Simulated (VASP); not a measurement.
Given:

```
PbO2
1.0
    5.02650     0.00000     0.00000
    0.00000     5.02650     0.00000
    0.00000     0.00000     3.44474
Pb O
2 4
Direct
  0.00000   0.00000   0.00000
  0.50000   0.50000   0.50000
  0.30742   0.30742   0.00000
  0.80742   0.19258   0.50000
  0.19258   0.80742   0.50000
  0.69258   0.69258   0.00000
```

Method: PBE GGA with D3 dispersion (Becke-Johnson damping), VASP's PBE PAW potentials (set 64) (plane waves; VASP). Settings: 520 eV cut-off, 5×5×7 Γ-centred mesh, tetrahedra with Blöchl corrections, potentials Pb_d O.

Q: Estimate the energy per atom (σ→0).

A: 
```yaml
energy per atom (σ→0): -5.516 eV/atom
```

The compound is PbO2 in the rutile structure. It was relaxed first.
